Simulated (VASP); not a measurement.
# Ti3Sb4 (Im-3m) in VASP: notebook

One crystal, Ti3Sb4, is run at these levels: PBE; tasks: relaxation of cell and atoms, single point.

Program: VASP 6.6.1. These are calculated values, not measurements. Logs are shortened: lines on timing, memory, paths and dates and some standing lists are left out, and cuts for length are marked.

## 1. The cell of the first run

The structure is cubic, space group Im-3m (No. 229). Conventional cell: a = 6.999 Å, b = 6.999 Å, c = 6.999 Å, α = 90.00°, β = 90.00°, γ = 90.00°. Around Ti (site symmetry 4/mmm) lie 8 Sb at 3.03 Å. Sb (site symmetry -3m) has 6 Ti at 3.03 Å as nearest neighbours.

The cell was built by a generator and needn't be a form met in nature.

## 2. Relaxation of cell and atoms, PBE (random cell by space group and Wyckoff sites (Im-3m, No. 229))

INCAR

```
PREC = Accurate ; ENCUT = 600
EDIFF = 1E-6 ; ISMEAR = 0
SIGMA = 0.1 ; LREAL = F
LASPH = T ; NELM = 100
ALGO = Normal ; ISIF = 3
LWAVE = F ; LCHARG = F
GGA = PE ; IBRION = 2
NSW = 90 ; EDIFFG = -0.04
```

KPOINTS

```
Automatic mesh
0
Gamma
  4 4 4
```

POSCAR

```
Ti3Sb4
1.0
   -3.4994836700      3.4994836700      3.4994836700
    3.4994836700     -3.4994836700      3.4994836700
    3.4994836700      3.4994836700     -3.4994836700
Ti Sb
3 4
Direct
    0.0000000000      0.5000000000      0.5000000000
    0.5000000000      0.0000000000      0.5000000000
    0.5000000000      0.5000000000      0.0000000000
    0.5000000000      0.5000000000      0.5000000000
    0.0000000000      0.0000000000      0.5000000000
    0.0000000000      0.5000000000      0.0000000000
    0.5000000000      0.0000000000      0.0000000000
```

Potentials or basis: VASP PAW PBE potentials, release 64 (Ti_sv, Sb).

On the command line:

```bash
cat potpaw_PBE.64/Ti_sv/POTCAR potpaw_PBE.64/Sb/POTCAR > POTCAR
mpirun -np 1 vasp_std > vasp.out
```

OUTCAR:

```text
PREC = Accurate
   ENCUT = 600
   EDIFF = 1E-6
   ISMEAR = 0
   LREAL = F
   LASPH = T
   NELM = 100
   ISIF = 3
   GGA = PE
   IBRION = 2
   NSW = 90
   EDIFFG = -0.04

 ion  position               nearest neighbor table
   1  0.000  0.500  0.500-   4 3.03   5 3.03   6 3.03   7 3.03   6 3.03   5 3.03   4 3.03   7 3.03

   2  0.500  0.000  0.500-   4 3.03   5 3.03   6 3.03   7 3.03   7 3.03   4 3.03   5 3.03   6 3.03

   3  0.500  0.500  0.000-   4 3.03   5 3.03   6 3.03   7 3.03   4 3.03   7 3.03   6 3.03   5 3.03

   4  0.500  0.500  0.500-   1 3.03   2 3.03   3 3.03   3 3.03   2 3.03   1 3.03   5 3.50   6 3.50
                             7 3.50   7 3.50   6 3.50   5 3.50
   5  0.000  0.000  0.500-   1 3.03   2 3.03   3 3.03   1 3.03   2 3.03   3 3.03   4 3.50   6 3.50
                             6 3.50   7 3.50   4 3.50   7 3.50
   6  0.000  0.500  0.000-   1 3.03   2 3.03   3 3.03   1 3.03   3 3.03   2 3.03   4 3.50   5 3.50
                             5 3.50   4 3.50   7 3.50   7 3.50
   7  0.500  0.000  0.000-   1 3.03   2 3.03   3 3.03   2 3.03   3 3.03   1 3.03   4 3.50   5 3.50
                             4 3.50   5 3.50   6 3.50   6 3.50

  LATTYP: Found a body centered cubic cell.
 ALAT       =     6.9989673400

  Lattice vectors:

 A1 = (  -3.4994836700,   3.4994836700,   3.4994836700)
 A2 = (   3.4994836700,  -3.4994836700,   3.4994836700)
 A3 = (   3.4994836700,   3.4994836700,  -3.4994836700)

Analysis of symmetry for initial positions (statically):
=====================================================================
 Subroutine PRICEL returns:
 Original cell was already a primitive cell.

 Routine SETGRP: Setting up the symmetry group for a
 body centered cubic supercell.

 Subroutine GETGRP returns: Found 48 space group operations
 (whereof 48 operations were pure point group operations)
 out of a pool of 48 trial point group operations.

The static configuration has the point symmetry O_h .

Analysis of symmetry for dynamics (positions and initial velocities):
=====================================================================
 Subroutine PRICEL returns:
 Original cell was already a primitive cell.

 Routine SETGRP: Setting up the symmetry group for a
 body centered cubic supercell.

 Subroutine GETGRP returns: Found 48 space group operations
 (whereof 48 operations were pure point group operations)
 out of a pool of 48 trial point group operations.

The dynamic configuration has the point symmetry O_h .

 Subroutine INISYM returns: Found 48 space group operations
 (whereof 48 operations are pure point group operations),
 and found     1 'primitive' translations

----------------------------------------------------------------------------------------

                                     Primitive cell

  volume of cell :     171.4241

  direct lattice vectors                    reciprocal lattice vectors
    -3.499483670  3.499483670  3.499483670     0.000000000  0.142878221  0.142878221
     3.499483670 -3.499483670  3.499483670     0.142878221  0.000000000  0.142878221
     3.499483670  3.499483670 -3.499483670     0.142878221  0.142878221  0.000000000

  length of vectors
     6.061283517  6.061283517  6.061283517     0.202060317  0.202060317  0.202060317

  position of ions in fractional coordinates (direct lattice)
     0.000000000  0.500000000  0.500000000
     0.500000000  0.000000000  0.500000000
     0.500000000  0.500000000  0.000000000
     0.500000000  0.500000000  0.500000000
     0.000000000  0.000000000  0.500000000
     0.000000000  0.500000000  0.000000000
     0.500000000  0.000000000  0.000000000

  ion indices of the primitive-cell ions
   primitive index   ion index
                 1           1
                 2           2
                 3           3
                 4           4
                 5           5
                 6           6
                 7           7

----------------------------------------------------------------------------------------

 KPOINTS: Automatic mesh

Automatic generation of k-mesh.
 Grid dimensions read from file:
 generate k-points for:    4    4    4

 Generating k-lattice:

  Cartesian coordinates                     Fractional coordinates (reciprocal lattice)
     0.000000000  0.035719555  0.035719555     0.250000000  0.000000000  0.000000000
     0.035719555  0.000000000  0.035719555     0.000000000  0.250000000  0.000000000
     0.035719555  0.035719555  0.000000000     0.000000000  0.000000000  0.250000000

  Length of vectors
     0.050515079  0.050515079  0.050515079

  Shift w.r.t. Gamma in fractional coordinates (k-lattice)
     0.000000000  0.000000000  0.000000000

 Subroutine IBZKPT returns following result:
 ===========================================

 Found      8 irreducible k-points:

 Following reciprocal coordinates:
            Coordinates               Weight
  0.000000  0.000000  0.000000      1.000000
  0.250000  0.000000  0.000000     12.000000
  0.500000  0.000000  0.000000      6.000000
  0.250000  0.250000  0.000000     24.000000
  0.250000  0.250000  0.250000      2.000000
 -0.250000  0.250000  0.250000      6.000000
  0.500000  0.500000  0.250000     12.000000
  0.500000  0.500000  0.500000      1.000000
   k-points           NKPTS =      8   k-points in BZ     NKDIM =      8   number of bands    NBANDS=     33
   number of dos      NEDOS =    301   number of ions     NIONS =      7
   total plane-waves  NPLWV = 110592
   dimension x,y,z NGX =    48 NGY =   48 NGZ =   48
   dimension x,y,z NGXF=    96 NGYF=   96 NGZF=   96
   ions per type =               3   4
   NGX,Y,Z   is equivalent  to a cutoff of  13.17, 13.17, 13.17 a.u.
   NGXF,Y,Z  is equivalent  to a cutoff of  26.33, 26.33, 26.33 a.u.
 SYSTEM =  unknown system
   PREC   = accura    normal or accurate (medium, high low for compatibility)
   ISTART =      0    job   : 0-new  1-cont  2-samecut
   ICHARG =      2    charge: 1-file 2-atom 10-const
   ISPIN  =      1    spin polarized calculation?
   LNONCOLLINEAR =      F non collinear calculations
   LSORBIT =      F    spin-orbit coupling
   LASPH  =      T    aspherical Exc in radial PAW
   ENCUT  =  600.0 eV  44.10 Ry    6.64 a.u.  12.11 12.11 12.11*2*pi/ulx,y,z
   NELM   =    100;   NELMIN=  2; NELMDL= -5     # of ELM steps
   EDIFF  = 0.1E-05   stopping-criterion for ELM
   LREAL  =      F    real-space projection
   EDIFFG = -.4E-01   stopping-criterion for IOM
   NSW    =     90    number of steps for IOM
   IBRION =      2    ionic relax: 0-MD 1-quasi-New 2-CG
   NFREE  =      1    steps in history (QN), initial steepest desc. (CG)
   ISIF   =      3    stress and relaxation
   ISYM   =      2    0-nonsym 1-usesym 2-fastsym
   POTIM  = 0.5000    time-step for ionic-motion
   TEBEG  =    0.0;   TEEND  =   0.0 temperature during run
   PSTRESS=    0.0 pullay stress
   NELECT =      56.0000    total number of electrons
   NUPDOWN=      -1.0000    fix difference up-down
   EMIN   =  10.00;   EMAX   =-10.00  energy-range for DOS
   EFERMI =   0.00;   METHOD = LEGACY
   ISMEAR =     0;   SIGMA  =   0.10  broadening in eV -4-tet -1-fermi 0-gaus
   EFERMI_NEDOS =   21; number of points for ismear=-14 and -15
   IALGO  =     38    algorithm
   IMIX   =      4    mixing-type and parameters
     AMIX     =   0.40;   BMIX     =  1.00
     AMIX_MAG =   1.60;   BMIX_MAG =  1.00
  volume/ion in A,a.u.               =      24.49       165.26
  Fermi-wavevector in a.u.,A,eV,Ry     =   1.127492  2.130651 17.296251  1.271239
  Thomas-Fermi vector in A             =   2.264179
   LORBIT       =      0    0 simple, 1 ext, 2 COOP (PROOUT), +10 PAW based schemes
   GGA     = PE    functional components
   LHFCALC =     F    Hartree Fock is set to
   AEXX    =    0.0000 exact exchange contribution
   IVDW    =     0    specifies the selected vdW correction
   LEPSILON=     F    determine dielectric tensor
   LRPA    =     F    only Hartree local field effects (RPA)
 conjugate gradient relaxation of ions
 non-spin polarized calculation
 Gauss-broadening in eV      SIGMA  =   0.10
  energy-cutoff  :      600.00
  volume of cell :      171.42
 maximum number of plane-waves:      5768
   NGX = 25   NGY = 25   NGZ = 25

--------------------------------------- Ionic step        1  -------------------------------------------

 number of electron      56.0000017 magnetization

 Free energy of the ion-electron system (eV)
  ---------------------------------------------------
  ext. energy  EPLUGINS =         0.00000000
  ---------------------------------------------------
  free energy    TOTEN  =       -40.39456276 eV

  energy without entropy =      -40.32095664  energy(sigma->0) =      -40.35775970

------------------------ aborting loop because EDIFF is reached ----------------------------------------

  FORCE on cell =-STRESS in cart. coord.  units (eV):
  Direction    XX          YY          ZZ          XY          YZ          ZX
  --------------------------------------------------------------------------------------
  -------------------------------------------------------------------------------------
  Total       -6.3055168     -6.3055168     -6.3055168      0.0000000      0.0000000     -0.0000000
  in kB      -58.9331110    -58.9331110    -58.9331110      0.0000000      0.0000000     -0.0000000
  external PRESSURE =     -58.9331110 kB  Pullay stress =       0.0000000 kB

 VOLUME and BASIS-vectors are now :
 -----------------------------------------------------------------------------
  energy-cutoff  :      600.00
  volume of cell :      171.42
      direct lattice vectors                 reciprocal lattice vectors
    -3.499483670  3.499483670  3.499483670     0.000000000  0.142878221  0.142878221
     3.499483670 -3.499483670  3.499483670     0.142878221  0.000000000  0.142878221
     3.499483670  3.499483670 -3.499483670     0.142878221  0.142878221  0.000000000
[... 42 lines left out ...]
 POSITION                                       TOTAL-FORCE (eV/Angst)
 -----------------------------------------------------------------------------------
      3.34741      0.00000      0.00000         0.000000     -0.000000     -0.000000
      3.34741      0.00000      3.34741        -0.000000     -0.000000      0.000000
      3.34741      3.34741      0.00000         0.000000      0.000000      0.000000
      1.67370      1.67370      1.67370         0.000000     -0.000000     -0.000000
      1.67370      1.67370     -1.67370        -0.000000      0.000000      0.000000
     -1.67370      1.67370      5.02111         0.000000      0.000000      0.000000
     -1.67370      1.67370      1.67370         0.000000      0.000000     -0.000000
 -----------------------------------------------------------------------------------
    total drift:                               -0.000000     -0.000000      0.000000

  FREE ENERGIE OF THE ION-ELECTRON SYSTEM (eV)
  ---------------------------------------------------
  free  energy   TOTEN  =       -40.6126538912 eV

  energy  without entropy=      -40.5485601489  energy(sigma->0) =      -40.58060702

--------------------------------------- Ionic step        3  -------------------------------------------

 number of electron      55.9999986 magnetization

 Free energy of the ion-electron system (eV)
  ---------------------------------------------------
  ext. energy  EPLUGINS =         0.00000000
  ---------------------------------------------------
  free energy    TOTEN  =       -40.68917404 eV

  energy without entropy =      -40.62118661  energy(sigma->0) =      -40.65518032

 E-fermi :   8.8415     XC(G=0): -10.6287

 val. band max:        8.8153522571   @ k =   0.2500   0.2500   0.0000
 cond. band min:       8.8426028576   @ k =   0.2500   0.0000   0.0000
 fundamental gap:      0.0272506005
 Fermi energy:         8.8414508511

 k-point     1 :       0.0000    0.0000    0.0000
  band No.  band energies     occupation
      1     -48.3887      2.00000
      2     -48.3794      2.00000
      3     -48.3794      2.00000
      4     -24.7274      2.00000
      5     -24.7274      2.00000
      6     -24.7274      2.00000
[... 299 lines left out ...]
 POSITION                                       TOTAL-FORCE (eV/Angst)
 -----------------------------------------------------------------------------------
      3.39625      0.00000      0.00000         0.000000      0.000000      0.000000
      0.00000      3.39625      0.00000         0.000000      0.000000      0.000000
      0.00000      0.00000      3.39625         0.000000      0.000000      0.000000
      1.69812      1.69812      1.69812        -0.000000     -0.000000     -0.000000
      1.69812      1.69812     -1.69812         0.000000     -0.000000     -0.000000
      1.69812     -1.69812      1.69812        -0.000000      0.000000      0.000000
     -1.69812      1.69812      1.69812        -0.000000     -0.000000      0.000000
 -----------------------------------------------------------------------------------
    total drift:                               -0.000000     -0.000000      0.000000

  FREE ENERGIE OF THE ION-ELECTRON SYSTEM (eV)
  ---------------------------------------------------
  free  energy   TOTEN  =       -40.6891740392 eV

  energy  without entropy=      -40.6211866077  energy(sigma->0) =      -40.65518032

 reached required accuracy - stopping structural energy minimisation
```

It took 2.5 min on 1 thread of Intel Xeon Platinum 8488C (Sapphire Rapids), shared host; peak memory 0.36 GiB.

What came out:

```yaml
Free_energy: -40.6892 eV
Relaxed_volume: 22.39 Å³/atom
Relaxed_cell: a = 5.882 Å, b = 5.882 Å, c = 5.882 Å, α = 109.47°, β = 109.47°, γ = 109.47°
Space_group_after_relaxing_to_0.05_Å: Im-3m (No. 229)
Energy_gained_by_relaxing: 42.1 meV/atom
Ionic_steps: 3
Pressure_after_relaxing: 0.0 GPa
Band_gap_on_the_k_mesh: none (metal or under the smearing width)
```

Step by step:
```tsv
step	energy change (eV)	largest force (eV/Å)	pressure (GPa)	volume (Å³)
1	0.0000	0.0000	-5.89	171.42
2	-0.2181	0.0000	3.83	150.03
3	-0.2946	0.0000	-0.01	156.70
```

Final structure:
```xyz
7
Lattice="-3.3962 3.3962 3.3962 3.3962 -3.3962 3.3962 3.3962 3.3962 -3.3962" Properties=species:S:1:pos:R:3 pbc="T T T"
Ti    3.3962    0.0000    0.0000
Ti    0.0000    3.3962    0.0000
Ti    0.0000    0.0000    3.3962
Sb    1.6981    1.6981    1.6981
Sb    1.6981    1.6981   -1.6981
Sb    1.6981   -1.6981    1.6981
Sb   -1.6981    1.6981    1.6981
```

## 3. Single point, PBE (random cell by space group and Wyckoff sites (Im-3m, No. 229))

INCAR

```
SYSTEM = Ti3Sb4
ALGO = Normal ; EDIFF = 1E-6
ENCUT = 520 ; GGA = PE
ISIF = 2 ; ISMEAR = 0
LASPH = .TRUE. ; LCHARG = .FALSE.
LREAL = .FALSE. ; LWAVE = .FALSE.
NBANDS = 37 ; NELM = 100
PREC = Accurate ; SIGMA = 0.1
```

KPOINTS

```
k-points
0
G
  4 4 4
  0 0 0
```

POSCAR is that of step 2.

Potentials or basis: VASP PAW PBE potentials, release 64 (Ti_sv, Sb).

On the command line:

```bash
cat potpaw_PBE.64/Ti_sv/POTCAR potpaw_PBE.64/Sb/POTCAR > POTCAR
mpirun -np 1 vasp_std > vasp.out
```

It took 50 s on 1 thread of Intel Xeon Platinum 8488C (Sapphire Rapids), shared host; peak memory 0.32 GiB.

Results (log left out):

```
Free energy            : -40.3938 eV
Pressure               : -5.9 GPa
Band gap on the k mesh : none (metal or under the smearing width)
```

Levels at points of the mesh, in eV from the Fermi level:
```tsv
k point	band 25	band 26	band 27	band 28	band 29	band 30	band 31	band 32
(0.00, 0.00, 0.00)	-0.83	0.09	0.09	0.35	0.35	0.35	0.82	0.82
(0.50, 0.00, 0.00)	-1.05	-0.61	-0.32	-0.17	0.14	0.19	0.66	0.71
(0.50, 0.50, 0.50)	-0.94	-0.63	0.13	0.13	0.13	0.23	0.23	1.78
```

The run has no spin-orbit coupling, so splittings on Sb are missing.
